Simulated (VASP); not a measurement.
These are PBEsol GGA, VASP's PBE PAW potentials (set 64) (plane waves; VASP) values and carry that method's errors.

The input files of a VASP run:

File KPOINTS:
```
Automatic mesh
0
Gamma
8 8 3
0 0 0
```

INCAR:
```
ALGO  =  Normal
EDIFF  =  1E-7
ENCUT  =  400
GGA  =  PS
ISIF  =  2
ISMEAR  =  -5
LASPH  =  .TRUE.
LCHARG  =  .TRUE.
LEFG  =  .TRUE.
LMAXMIX  =  4
LORBIT  =  11
LREAL  =  .FALSE.
LWAVE  =  .FALSE.
NEDOS  =  601
NELM  =  100
PREC  =  Accurate
SYSTEM  =  ZrS
```

File POSCAR:
```
ZrS
1
    3.4566941101    -0.0000000000     0.0000000000
   -1.7283470550     2.9935850788    -0.0000000000
   -0.0000000000     0.0000000000     8.0534224170
Zr S
2 2
Direct
  0.3333330000   0.6666670000   0.0338354741
  0.6666670000   0.3333330000   0.5338354741
  0.3333330000   0.6666670000   0.3411645259
  0.6666670000   0.3333330000   0.8411645259
```

POTCAR, in this order: Zr_sv S (PBE.64 set). Program: vasp_std.

The resulting files:

OSZICAR:
```
       N       E                     dE             d eps       ncg     rms          rms(c)
DAV:   1     0.266850424833E+03    0.26685E+03   -0.16443E+04   880   0.128E+03
DAV:   2    -0.882645086793E+01   -0.27568E+03   -0.27106E+03  1008   0.368E+02
DAV:   3    -0.321037132521E+02   -0.23277E+02   -0.23185E+02  1512   0.839E+01
DAV:   4    -0.334713789789E+02   -0.13677E+01   -0.13663E+01  1224   0.190E+01
DAV:   5    -0.335185561420E+02   -0.47177E-01   -0.47176E-01  1304   0.315E+00    0.212E+01
DAV:   6    -0.316735805760E+02    0.18450E+01   -0.68424E+00   998   0.139E+01    0.973E+00
DAV:   7    -0.316363675422E+02    0.37213E-01   -0.10461E+00  1438   0.493E+00    0.326E+00
DAV:   8    -0.316267226637E+02    0.96449E-02   -0.16987E-01  1106   0.230E+00    0.627E-01
DAV:   9    -0.316244091431E+02    0.23135E-02   -0.28009E-02  1160   0.867E-01    0.275E-01
DAV:  10    -0.316243339220E+02    0.75221E-04   -0.34860E-03  1266   0.458E-01    0.576E-02
DAV:  11    -0.316243287349E+02    0.51871E-05   -0.11339E-04  1180   0.862E-02    0.430E-02
DAV:  12    -0.316243254643E+02    0.32707E-05   -0.40155E-05  1276   0.418E-02    0.204E-02
DAV:  13    -0.316243253390E+02    0.12529E-06   -0.12527E-05  1106   0.243E-02    0.163E-03
DAV:  14    -0.316243253208E+02    0.18199E-07   -0.54643E-07  1072   0.500E-03
   1 F= -.31624325E+02 E0= -.31624325E+02  d E =0.000000E+00
```

### OUTCAR
```
------------------------ aborting loop because EDIFF is reached ----------------------------------------
  FORCE on cell =-STRESS in cart. coord.  units (eV):
  Direction    XX          YY          ZZ          XY          YZ          ZX
  --------------------------------------------------------------------------------------
  Total        0.1003262      0.1003262     -0.2697182      0.0000000      0.0000000      0.0000000
  in kB        1.9288212      1.9288214     -5.1854652      0.0000000      0.0000000      0.0000000
  external PRESSURE =      -0.4426075 kB  Pullay stress =       0.0000000 kB
  volume of cell :       83.34
      direct lattice vectors                 reciprocal lattice vectors
     3.456694110  0.000000000  0.000000000     0.289293750  0.167023815  0.000000000
    -1.728347055  2.993585079  0.000000000     0.000000000  0.334047630  0.000000000
     0.000000000  0.000000000  8.053422417     0.000000000  0.000000000  0.124170812
 POSITION                                       TOTAL-FORCE (eV/Angst)
 -----------------------------------------------------------------------------------
     -0.00000      1.99572      0.27249        -0.000000      0.000000      0.004839
      1.72835      0.99786      4.29920         0.000000      0.000000      0.004839
     -0.00000      1.99572      2.74754        -0.000000      0.000000     -0.004839
      1.72835      0.99786      6.77425         0.000000     -0.000000     -0.004839
 -----------------------------------------------------------------------------------
    total drift:                               -0.003624      0.002093     -0.000052
  FREE ENERGIE OF THE ION-ELECTRON SYSTEM (eV)
  ---------------------------------------------------
  free  energy   TOTEN  =       -31.6243253208 eV

  energy  without entropy=      -31.6243253208  energy(sigma->0) =      -31.62432532

 total charge

# of ion       s       p       d       tot
------------------------------------------
    1        2.175   5.980   1.672   9.826
    2        2.175   5.980   1.672   9.826
    3        1.323   2.431   0.000   3.755
    4        1.323   2.431   0.000   3.755
--------------------------------------------------
tot          6.996  16.822   3.344  27.162
```
(Selected blocks of OUTCAR.)

The structure was generated: ZrS was put into the wurtzite type (P6_3mc), which need not be its known phase. It was relaxed first, which changed the volume by -38 %.
